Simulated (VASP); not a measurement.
Given:

```xyz
2
Lattice="2.8585 0.0000 0.0000 0.0000 2.8585 0.0000 0.0000 0.0000 2.8585" Properties=species:S:1:pos:R:3 pbc="T T T"
Al     1.4293     1.4293     1.4293
Ni     0.0000     0.0000     0.0000
```

Calculation: PBE GGA with D3 dispersion (Becke-Johnson damping), VASP's PBE PAW potentials (set 64) (plane waves; VASP). Settings: 520 eV cut-off, 14×14×14 Γ-centred mesh, tetrahedra with Blöchl corrections, potentials Al Ni.

### Question
Predict the energy per atom (σ→0), band gap (on the k-mesh) with the smallest direct gap where there is one.

### Answer

The band gap (on the k-mesh) is none (metal, semimetal or under 0.01 eV) and the energy per atom (σ→0) is -5.716 eV/atom.

Total energies compare only between runs with the same potentials, cut-off and functional.

The compound is NiAl in the CsCl type structure. It was relaxed first. The run is not spin-polarised, so no magnetic state was tried. The electron count is odd and the run is not spin-polarised, which forces a metal.
